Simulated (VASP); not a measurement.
Calculation: PBE GGA, VASP's PBE PAW potentials (set 64) (plane waves; VASP 6.6.1).

VASP input:

**INCAR**
```
SYSTEM = WSe2
PREC = Accurate
ENCUT = 300
EDIFF = 1E-6
NELM = 100
ALGO = Normal
LREAL = .FALSE.
LASPH = .TRUE.
ISMEAR = 0
SIGMA = 0.01
GGA = PE
LMAXMIX = 6
LWAVE = .FALSE.
LCHARG = .FALSE.
ISIF = 2
```

KPOINTS:
```
Automatic mesh
0
Gamma
6 6 2
0 0 0
```

File POSCAR:
```
WSe2
1
    3.2561340000     0.0000000000     0.0000000000
   -1.6280670000     2.8198950000     0.0000000000
    0.0000000000     0.0000000000    13.4732160000
W Se
2 4
Direct
  0.6666670000   0.3333330000   0.7500000000
  0.3333330000   0.6666670000   0.2500000000
  0.3333330000   0.6666670000   0.8710000000
  0.6666670000   0.3333330000   0.1290000000
  0.6666670000   0.3333330000   0.3710000000
  0.3333330000   0.6666670000   0.6290000000
```

POTCAR, in this order: W_sv Se (PBE.64 set). Program: vasp_std.

What will the output report for the number of irreducible k-points (NKPTS), largest plane-wave count, number of space-group operations, FFT grid (NGX, NGY, NGZ)?

```json
{
 "number of irreducible k-points (NKPTS)": "14",
 "largest_plane_wave_count": "1486",
 "number_of_space_group_operations": "24",
 "FFT grid (NGX, NGY, NGZ)": "18 × 18 × 80"
}
```

The structure comes from a computed database's WSe2 entry; how it stands against other phases isn't given here. The cell was not relaxed at this level, and its volume differs by -5.9 % from the start's.
